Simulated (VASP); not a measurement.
**MoSe (relaxed from the wurtzite structure, space group P6_3mc): computed properties**

The numbers are results of PBE GGA, VASP's PBE PAW potentials (set 64) (plane waves; VASP), not measurements.

For MoSe, the space group comes out as P6_3mc (186) and the cell comes out as a = 4.168 Å, b = 4.168 Å, c = 5.876 Å, α = 90.00°, β = 90.00°, γ = 120.00°. The volume per atom is 22.10 Å³/atom, the band gap (over mesh and band path) is none (metal, semimetal or under 0.01 eV) and the density is 6.57 g/cm³.

MoSe is taken in the hexagonal space group P6₃mc (No. 186), Pearson symbol hP4. Cell: a = b = 4.1684 Å, c = 5.8755 Å, α = β = 90.00°, γ = 120.00°. Mo on 2b is coordinated by 4 Se at 2.450–2.456 Å and 1 Se at 3.426 Å (trigonal bipyramidal). Se on 2b is surrounded by 4 Mo at 2.450–2.456 Å and 1 Mo at 3.426 Å (trigonal bipyramidal). (Neighbours: up to the widest gap in distance over summed covalent radii, below 1.35, at either atom; cation-cation and far metal-metal contacts left out.)

The structure was generated: MoSe was put into the wurtzite type (P6_3mc), which need not be its known phase. It was relaxed first, which changed the volume by -30 %. Symmetry was kept, so distortions that lower it aren't found.
